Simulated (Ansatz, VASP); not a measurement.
**BeB2P4 in VASP and in Ansatz**

```
Be B P
1.0
    -2.09719    2.09719    5.63013
     2.09719   -2.09719    5.63013
     2.09719    2.09719   -5.63013
Be B P
1 2 4
Direct
  0.00000 0.00000 0.00000
  0.42737 0.42737 0.00000
  0.57263 0.57263 0.00000
  0.50000 0.00000 0.50000
  0.00000 0.50000 0.50000
  0.26016 0.26016 0.00000
  0.73984 0.73984 0.00000
```

Alike in both runs: functional PBE; k mesh 6 × 6 × 6; occupations gaussian, width 0.1 eV; no spin polarisation.

Ansatz relaxed the structure, and its values are those at the end. VASP's run is a single point on that final structure, the one shown.

```csv
,VASP,Ansatz
version,VASP 6.6.1,Ansatz 0.2.0
potentials or method,"VASP PAW PBE potentials, release 64 (Be, B, P)","scalar-relativistic, plane waves, PAW"
plane-wave cutoff (eV),520,420
valence electrons in the cell,28,28
```

Ansatz gave:

* gap on the k mesh at the Fermi level (eV): none
* pressure (GPa): 0.2
* rms of the force components (eV/Å): 0.005

Q: What did VASP give for the same quantities?

A: gap on the k mesh at the Fermi level (eV): none; pressure (GPa): 0.1; rms of the force components (eV/Å): 0.007.

A gap of «none» marks a metal or a gap that the smearing closes.
